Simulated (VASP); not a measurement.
Output of a VASP run:

### OUTCAR
```
 ion  position               nearest neighbor table
   1  0.000  0.000  0.000-   2 2.76   3 2.76   4 2.76   5 2.76
   2  0.269  0.269  0.269-   6 2.50   7 2.50   8 2.50   1 2.76
   3  0.731  0.731  0.269-   6 2.50   7 2.50   8 2.50   1 2.76
   4  0.731  0.269  0.731-   6 2.50   7 2.50   8 2.50   1 2.76
   5  0.269  0.731  0.731-   6 2.50   7 2.50   8 2.50   1 2.76
   6  0.500  0.500  0.000-   2 2.50   3 2.50   4 2.50   5 2.50
   7  0.500  0.000  0.500-   2 2.50   3 2.50   4 2.50   5 2.50
   8  0.000  0.500  0.500-   2 2.50   3 2.50   4 2.50   5 2.50
  LATTYP: Found a simple cubic cell.
 ALAT       =     5.9159501009
 Subroutine PRICEL returns:
 Original cell was already a primitive cell.
 Subroutine GETGRP returns: Found 24 space group operations
The static configuration has the point symmetry T_d .
The dynamic configuration has the point symmetry T_d .
 Subroutine INISYM returns: Found 24 space group operations
 Subroutine IBZKPT returns following result:
 Found     10 irreducible k-points:

 Following reciprocal coordinates:
            Coordinates               Weight
  0.000000  0.000000  0.000000      1.000000
  0.250000  0.000000  0.000000      6.000000
  0.500000  0.000000  0.000000      3.000000
  0.250000  0.250000  0.000000     12.000000
  0.500000  0.250000  0.000000     12.000000
  0.500000  0.500000  0.000000      3.000000
  0.250000  0.250000  0.250000      8.000000
  0.500000  0.250000  0.250000     12.000000
  0.500000  0.500000  0.250000      6.000000
  0.500000  0.500000  0.500000      1.000000
   k-points           NKPTS =     10   k-points in BZ     NKDIM =     10   number of bands    NBANDS=     26
   number of dos      NEDOS =    301   number of ions     NIONS =      8
   total plane-waves  NPLWV =  64000
   dimension x,y,z NGX =    40 NGY =   40 NGZ =   40
   dimension x,y,z NGXF=    80 NGYF=   80 NGZF=   80
   ions per type =               1   4   3
   PREC   = accura    normal or accurate (medium, high low for compatibility)
   ISTART =      0    job   : 0-new  1-cont  2-samecut
   ICHARG =      2    charge: 1-file 2-atom 10-const
   ISPIN  =      1    spin polarized calculation?
   LNONCOLLINEAR =      F non collinear calculations
   LSORBIT =      F    spin-orbit coupling
   INIWAV =      1    electr: 0-lowe 1-rand  2-diag
   ENCUT  =  400.0 eV  29.40 Ry    5.42 a.u.   9.65  9.65  9.65*2*pi/ulx,y,z
   NELM   =    100;   NELMIN=  2; NELMDL= -5     # of ELM steps
   EDIFF  = 0.1E-05   stopping-criterion for ELM
   LREAL  =      F    real-space projection
   NLSPLINE    = F    spline interpolate recip. space projectors
   LMAXMIX     =    4 max onsite mixed and CHGCAR
   VOSKOWN=      0    Vosko Wilk Nusair interpolation
   EDIFFG = 0.1E-04   stopping-criterion for IOM
   NSW    =      0    number of steps for IOM
   NBLOCK =      1;   KBLOCK =      1    inner block; outer block
   IBRION =     -1    ionic relax: 0-MD 1-quasi-New 2-CG
   NFREE  =      0    steps in history (QN), initial steepest desc. (CG)
   ISIF   =      2    stress and relaxation
   ISYM   =      2    0-nonsym 1-usesym 2-fastsym
   TEIN   =    0.0    initial temperature
   TEBEG  =    0.0;   TEEND  =   0.0 temperature during run
   SMASS  =  -3.00    Nose mass-parameter (am)
   PSTRESS=    0.0 pullay stress
   NELECT =      42.0000    total number of electrons
   EFERMI =   0.00;   METHOD = LEGACY
   ISMEAR =     0;   SIGMA  =   0.05  broadening in eV -4-tet -1-fermi 0-gaus
   IALGO  =     38    algorithm
   LDIAG  =      T    sub-space diagonalisation (order eigenvalues)
   IMIX   =      4    mixing-type and parameters
     AMIX     =   0.40;   BMIX     =  1.00
     AMIX_MAG =   1.60;   BMIX_MAG =  1.00
     AMIN     =   0.10
   GGA     = PE    functional components
   VOSKOWN =     0    Vosko Wilk Nusair interpolation
   LHFCALC =     F    Hartree Fock is set to
   LHFONE  =     F    Hartree Fock one center treatment
   AEXX    =    0.0000 exact exchange contribution
   IVDW    =     0    specifies the selected vdW correction
   LEPSILON=     F    determine dielectric tensor
   LRPA    =     F    only Hartree local field effects (RPA)
...
```

OSZICAR:
```
       N       E                     dE             d eps       ncg     rms          rms(c)
DAV:   1     0.186235916986E+03    0.18624E+03   -0.14675E+04   520   0.109E+03
DAV:   2    -0.138768608720E+02   -0.20011E+03   -0.19528E+03   614   0.228E+02
DAV:   3    -0.273991833165E+02   -0.13522E+02   -0.13464E+02   680   0.648E+01
DAV:   4    -0.276662016807E+02   -0.26702E+00   -0.26675E+00   720   0.854E+00
DAV:   5    -0.276694841378E+02   -0.32825E-02   -0.32819E-02   700   0.993E-01    0.893E+00
DAV:   6    -0.272076554743E+02    0.46183E+00   -0.99040E-01   624   0.889E+00    0.650E+00
DAV:   7    -0.271303064211E+02    0.77349E-01   -0.56412E-01   668   0.385E+00    0.206E+00
DAV:   8    -0.271349162944E+02   -0.46099E-02   -0.63060E-02   590   0.235E+00    0.720E-01
DAV:   9    -0.271361893207E+02   -0.12730E-02   -0.60394E-03   666   0.754E-01    0.215E-01
DAV:  10    -0.271365176375E+02   -0.32832E-03   -0.26421E-03   664   0.455E-01    0.414E-02
DAV:  11    -0.271365429565E+02   -0.25319E-04   -0.25924E-04   600   0.105E-01    0.320E-02
DAV:  12    -0.271365488930E+02   -0.59365E-05   -0.21771E-05   758   0.304E-02    0.238E-02
DAV:  13    -0.271365732706E+02   -0.24378E-04   -0.36228E-05   562   0.356E-02    0.107E-02
DAV:  14    -0.271365729584E+02    0.31216E-06   -0.63825E-06   634   0.261E-02
   1 F= -.27136573E+02 E0= -.27136573E+02  d E =-.629807E-15
```

### OUTCAR
```
------------------------ aborting loop because EDIFF is reached ----------------------------------------
  FORCE on cell =-STRESS in cart. coord.  units (eV):
  Direction    XX          YY          ZZ          XY          YZ          ZX
  --------------------------------------------------------------------------------------
  Total       -0.0460939     -0.0460939     -0.0460939     -0.0000000     -0.0000000     -0.0000000
  in kB       -0.3566818     -0.3566818     -0.3566818     -0.0000000     -0.0000000     -0.0000000
  external PRESSURE =      -0.3566818 kB  Pullay stress =       0.0000000 kB
  volume of cell :      207.05
      direct lattice vectors                 reciprocal lattice vectors
     5.915950101  0.000000000  0.000000000     0.169034556  0.000000000  0.000000000
     0.000000000  5.915950101  0.000000000     0.000000000  0.169034556  0.000000000
     0.000000000  0.000000000  5.915950101     0.000000000  0.000000000  0.169034556
 POSITION                                       TOTAL-FORCE (eV/Angst)
 -----------------------------------------------------------------------------------
      0.00000      0.00000      0.00000        -0.000000     -0.000000      0.000000
      1.59167      1.59167      1.59167         0.008696      0.008696      0.008696
      4.32428      4.32428      1.59167        -0.008696     -0.008696      0.008696
      4.32428      1.59167      4.32428        -0.008696      0.008696     -0.008696
      1.59167      4.32428      4.32428         0.008696     -0.008696     -0.008696
      2.95798      2.95798      0.00000        -0.000000     -0.000000     -0.000000
      2.95798      0.00000      2.95798        -0.000000      0.000000      0.000000
      0.00000      2.95798      2.95798        -0.000000     -0.000000      0.000000
 -----------------------------------------------------------------------------------
    total drift:                               -0.000000     -0.000000     -0.000000
  FREE ENERGIE OF THE ION-ELECTRON SYSTEM (eV)
  ---------------------------------------------------
  free  energy   TOTEN  =       -27.1365729584 eV

  energy  without entropy=      -27.1365729584  energy(sigma->0) =      -27.13657296
```
(Selected blocks of OUTCAR.)

POSCAR:
```
Be3CdTe4
1
    5.9159501009    -0.0000000000     0.0000000000
    0.0000000000     5.9159501009    -0.0000000000
    0.0000000000    -0.0000000000     5.9159501009
Cd Te Be
1 4 3
Direct
  1.0000000000   1.0000000000   1.0000000000
  0.2690474738   0.2690474738   0.2690474738
  0.7309525262   0.7309525262   0.2690474738
  0.7309525262   0.2690474738   0.7309525262
  0.2690474738   0.7309525262   0.7309525262
  0.5000000000   0.5000000000   1.0000000000
  0.5000000000   1.0000000000   0.5000000000
  1.0000000000   0.5000000000   0.5000000000
```

Task: Reconstruct the remaining input files.

Result: One answer among several that fit: the input of the run itself, PBE GGA, plane waves, VASP's PBE PAW potentials (set 64).

### KPOINTS
```
Automatic mesh
0
Gamma
4 4 4
0 0 0
```

### INCAR
```
# general
SYSTEM  = Be3CdTe4
PREC    = Accurate
ENCUT   = 400   # plane-wave cut-off (eV)
LREAL   = .FALSE.
LASPH   = .TRUE.   # aspherical one-centre terms

# electronic loop
EDIFF   = 1E-6   # SCF stop (eV)
NELM    = 100   # most electronic steps
ALGO    = Normal   # blocked Davidson
LMAXMIX = 4   # l cut-off of mixed one-centre charges

# smearing
ISMEAR  = 0   # Gaussian
SIGMA   = 0.05   # width (eV)

# functional
GGA     = PE   # PBE

# output
LWAVE   = .FALSE.
LCHARG  = .TRUE.
```

POTCAR, in this order: Cd Te Be (PBE.64 set). Program: vasp_std.

The structure was generated: Be3CdTe4 was put into an ordered model structure (P-43m), which need not be its known phase. It was relaxed first.
